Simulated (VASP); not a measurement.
Ge$_{3}$PbSe$_{4}$ (space group Pm): the band gap from VASP (plane waves, PAW) at several levels of theory. Gaps are without spin-orbit coupling. Each level names its cell: its own relaxed one, PBE's, or the starting one. A gap is the smallest over the k-mesh and a band path; hybrids may have named points in place of the path, and GW has the mesh alone. Without a dispersion term in the relaxation, distances and binding between the weakly bound layers, chains or molecules are unreliable, and so is what depends on them. mBJ is a potential without an energy functional, so only the levels count.

```json
[
 {"level": "PBEsol (own cell)", "band gap (eV)": "0.48"},
 {"level": "mBJ (TB09) (PBE cell)", "band gap (eV)": "1.16"}
]
```

The cell of the PBEsol (own cell) run:

Space group Pm (No. 6); a = 4.2993 Å, b = 3.9537 Å, c = 11.0670 Å, α = γ = 90.00°, β = 90.54°

| atom | site | symmetry | x | y | z |
|---|---|---|---|---|---|
| Ge | 1a | m | 0.1268 | 0.0000 | 0.8876 |
| Ge | 1b | m | 0.6120 | 0.5000 | 0.6343 |
| Ge | 1b | m | 0.8798 | 0.5000 | 0.1131 |
| Pb | 1a | m | 0.4277 | 0.0000 | 0.3929 |
| Se | 1a | m | 0.4867 | 0.0000 | 0.1261 |
| Se | 1a | m | 0.9981 | 0.0000 | 0.6499 |
| Se | 1b | m | 0.5115 | 0.5000 | 0.8562 |
| Se | 1b | m | 0.9574 | 0.5000 | 0.3399 |

Only levels that ran to the end are used. Left out are those held back, those with too coarse a band path, GW runs whose mesh misses a band edge, hybrids' fits of cells that aren't cubic and levels without matching references; a question may draw on a part of the rest.

The structure comes from a computed database's Ge3PbSe4 entry (Pm); how it stands against other phases isn't given here.
